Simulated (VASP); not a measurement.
Consider the following.

```xyz
3
Lattice="0.0000 2.9629 2.9629 2.9629 0.0000 2.9629 2.9629 2.9629 0.0000" Properties=species:S:1:pos:R:3 pbc="T T T"
Pb     0.0000     0.0000     0.0000
F      1.4815     1.4815     1.4815
F      4.4444     4.4444     4.4444
```

Calculation: revTPSS meta-GGA, VASP's PBE PAW potentials (set 64) (plane waves; VASP 6.6.1). Run with 520 eV cut-off, 7×7×7 Γ-centred mesh, tetrahedra with Blöchl corrections, potentials Pb_d F.

Unless said otherwise, spin-orbit coupling is left out, though it shifts the bands of the heavy elements here.

Problem. Predict the energy per atom (σ→0), band gap (over mesh and band path) with the smallest direct gap where there is one.

Solution. 
```json
{
  "band gap (over mesh and band path)": "4.47 eV",
  "smallest direct gap (over mesh and band path)": "4.61 eV",
  "energy per atom (σ→0)": "8797 meV/atom"
}
```

The absolute energy has meaning only against runs of the same code, potentials and settings.

The compound is PbF2 in the fluorite structure, the β form. It was relaxed first.
